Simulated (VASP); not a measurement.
# GaSn: relaxation of the atoms with PBE+rVV10

The system is GaSn.

```xyz
2
Lattice="0.0000 2.9029 3.0982 2.7293 0.0000 3.0982 2.7293 2.9029 0.0000" Properties=species:S:1:pos:R:3 pbc="T T T"
Ga    2.7293    2.9029    3.0982
Sn    0.0000    0.0000    0.0000
```

The cell was built by a generator and needn't be a form met in nature.

```json
{
 "Program": "VASP 6.6.1",
 "Task": "relaxation of the atoms",
 "Functional": "PBE",
 "Dispersion": "rVV10",
 "Potentials or basis": "VASP PAW PBE potentials, release 64 (Ga_d, Sn_d)",
 "Cutoff": "520 eV",
 "k mesh": "8 × 8 × 8",
 "Occupations": "methfessel-paxton, width 0.1 eV",
 "Spin": "no spin polarisation",
 "Atoms held fixed (from 0)": "[0]",
 "Further INCAR settings": "ALGO = Normal; EDIFF = 1e-07; IBRION = 2; EDIFFG = -0.01; NSW = 40"
}
```

```
Pressure after relaxing : 0.1 GPa
Band gap on the k mesh  : none (metal or under the smearing width)
```

Stress tensor (GPa, compression positive):
```
 5.81  0.00  0.00
 0.00 -0.27  0.00
 0.00  0.00 -5.31
```

Final structure:
```cif
data_structure
_symmetry_space_group_name_H-M 'P 1'
_symmetry_Int_Tables_number 1
_cell_length_a 4.2457
_cell_length_b 4.1289
_cell_length_c 3.9844
_cell_angle_alpha 63.078
_cell_angle_beta 60.123
_cell_angle_gamma 56.799
_cell_volume 49.09
loop_
_atom_site_label
_atom_site_type_symbol
_atom_site_fract_x
_atom_site_fract_y
_atom_site_fract_z
_atom_site_occupancy
Ga1 Ga 0.50000 0.50000 0.50000 1
Sn1 Sn 0.00000 0.00000 0.00000 1
```

Levels at points of the mesh, in eV from the Fermi level:
| k point | band 10 | band 11 | band 12 | band 13 | band 14 | band 15 | band 16 | band 17 |
| --- | --- | --- | --- | --- | --- | --- | --- | --- |
| (0.00, 0.00, 0.00) | -14.77 | -10.68 | 0.49 | 1.29 | 1.35 | 2.12 | 4.81 | 6.50 |
| (0.50, 0.00, 0.00) | -14.77 | -7.68 | -6.99 | 1.34 | 1.94 | 2.12 | 2.65 | 3.90 |
| (0.50, 0.50, 0.00) | -14.76 | -7.98 | -4.42 | -2.09 | -1.51 | -0.80 | 3.74 | 9.02 |
| (0.50, 0.00, 0.50) | -14.76 | -7.11 | -4.41 | -3.05 | -2.18 | -0.73 | 3.48 | 7.69 |
| (0.00, 0.50, 0.50) | -14.76 | -6.20 | -4.31 | -4.04 | -2.21 | -1.47 | 3.11 | 8.52 |

It took 70 s on 1 thread of Intel(R) Xeon(R) Platinum 8488C (Sapphire Rapids) (shared host), peak memory 0.36 GiB.

Caveat: the relaxation stopped at its first step, so nothing moved.
